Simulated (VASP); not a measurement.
Computed with PBE GGA, VASP's PBE PAW potentials (set 64) (plane waves; VASP).

VASP ran on this input.

**INCAR**
```
SYSTEM = InSb
PREC = Accurate
ENCUT = 520
EDIFF = 1E-6
NELM = 100
ALGO = Normal
LREAL = .FALSE.
LASPH = .TRUE.
ISMEAR = 0
SIGMA = 0.05
GGA = PE
LMAXMIX = 4
LWAVE = .TRUE.
LCHARG = .FALSE.
```

POSCAR:
```
InSb
1
    0.0000000000     3.3166614348     3.3166614348
    3.3166614348     0.0000000000     3.3166614348
    3.3166614348     3.3166614348     0.0000000000
In Sb
1 1
Direct
  1.0000000000   1.0000000000   1.0000000000
  0.2500000000   0.2500000000   0.2500000000
```

### KPOINTS
```
Automatic mesh
0
Gamma
6 6 6
0 0 0
```

POTCAR, in this order: In_d Sb (PBE.64 set). Program: vasp_std.

Task: What will the output report for the number of irreducible k-points (NKPTS), largest plane-wave count, number of space-group operations, FFT grid (NGX, NGY, NGZ)?

Result: 
```yaml
number of irreducible k-points (NKPTS): 16
largest_plane_wave_count: 1989
number_of_space_group_operations: 24
FFT grid (NGX, NGY, NGZ): 36 × 36 × 36
```

The compound is InSb in the zinc blende structure. It was relaxed first, which changed the volume by +7 %.
